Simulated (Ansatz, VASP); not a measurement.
## One calculation of Zr2SiC2, two programs

```
Zr Si C
1.0
    -1.95605    2.48915    3.83878
     1.95605   -2.48915    3.83878
     1.95605    2.48915   -3.83878
Zr Si C
2 1 2
Direct
  0.73316 0.50000 0.23316
  0.26684 0.50000 0.76684
  0.00000 0.00000 0.00000
  0.29846 0.79846 0.50000
  0.70154 0.20154 0.50000
```

Change from the starting cell: species swapped into the Dy2GaNi2 type (Immm, No. 71).

Alike in both runs: task single point; functional PBE; k mesh 6 × 6 × 6; occupations gaussian, width 0.1 eV; no spin polarisation.

|  | VASP | Ansatz |
| --- | --- | --- |
| version | VASP 6.6.1 | Ansatz 0.2.0 |
| potentials or method | VASP PAW PBE potentials, release 64 (Zr_sv, Si, C) | scalar-relativistic, plane waves, PAW |
| plane-wave cutoff (eV) | 520 | 420 |
| valence electrons in the cell | 36 | 36 |

|  | VASP | Ansatz | Ansatz less VASP |
| --- | --- | --- | --- |
| gap on the k mesh at the Fermi level (eV) | none | none | - |
| pressure (GPa) | 12.2 | 12.0 | -0.22 |
| largest component of the traceless stress (GPa) | 46.08 | 45.90 | -0.181 |
| rms of the force components (eV/Å) | 0.543 | 0.570 | +0.0264 |

Atom by atom the forces differ by 0.027 eV/Å (rms over components). A gap of «none» marks a metal or a gap that the smearing closes.

Caveats: forces of over 1 eV/Å show positions far from the minimum, so gaps and moduli don't describe the material at rest.
